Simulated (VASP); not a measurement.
Runs of VASP 6.6.1 on Te3Pd. All rows change the cell; the cell of one of them follows. The structure is cubic, space group Fm-3m (No. 225). The conventional cell has a = 7.318 Å, b = 7.318 Å, c = 7.318 Å, α = 90.00°, β = 90.00°, γ = 90.00°. Around Te (site symmetry -43m) lie 4 Te at 3.17 Å and 4 Pd at 3.17 Å. Te (site symmetry m-3m) has 8 Te at 3.17 Å as nearest neighbours. Pd (site symmetry m-3m) is surrounded by 8 Te at 3.17 Å. The cell was built by a generator and needn't be a form met in nature.

```tsv
task	cell	k mesh	cutoff (eV)	mesh quality	gap on the mesh (eV)	pressure (GPa)	relaxed volume (Å³/atom)
single point	species swapped into the Li3Ag type (Fm-3m, No. 225)	12 × 12 × 12	520	not flagged	none	-0.1	-
relaxation of cell and atoms	relaxed from: species swapped into the Li3Ag type (Fm-3m, No. 225)	12 × 12 × 12	600	not flagged	none	0.0	24.45
single point	species swapped into the Li3Ag type (Fm-3m, No. 225)	4 × 4 × 4	520	coarse	none	-0.2	-
relaxation of cell and atoms	relaxed from: species swapped into the Li3Ag type (Fm-3m, No. 225)	4 × 4 × 4	600	not flagged	none	-0.1	(a)
```

Alike in all rows: level PBE; potentials or basis VASP PAW PBE potentials, release 64 (Te, Pd); no spin polarisation; smearing gaussian 0.1 eV.

Problem. Estimate the missing entries.

Solution. (a) 24.27.

Caveats: some runs use coarse meshes; the volume moved by over 15 % at a fixed basis, so the end points are rough (some runs).

A k mesh can miss the band edges, and the runs leave out spin-orbit coupling on Pd, Te.

A gap of «none» marks a metal or a gap under the smearing width.
